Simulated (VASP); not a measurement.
Here is the system:

```xyz
2
Lattice="0.0000 2.3274 2.3274 2.3274 0.0000 2.3274 2.3274 2.3274 0.0000" Properties=species:S:1:pos:R:3 pbc="T T T"
Cd     0.0000     0.0000     0.0000
O      2.3274     2.3274     2.3274
```

Level of theory: LDA (Ceperley-Alder, Perdew-Zunger), VASP's LDA PAW potentials (set 64) (plane waves; VASP). Numerical set-up: 520 eV cut-off, 13×13×13 Γ-centred mesh, first-order Methfessel-Paxton smearing of 0.10 eV, potentials Cd O.

Q: Estimate the energy per atom (σ→0), band gap (on the k-mesh) with the smallest direct gap where there is one.

A: 
```json
{
 "band gap (on the k-mesh)": "none (metal, semimetal or under 0.01 eV)",
 "energy per atom (σ→0)": "-4.670 eV/atom"
}
```

The compound is CdO in the rock salt structure. It was relaxed first.
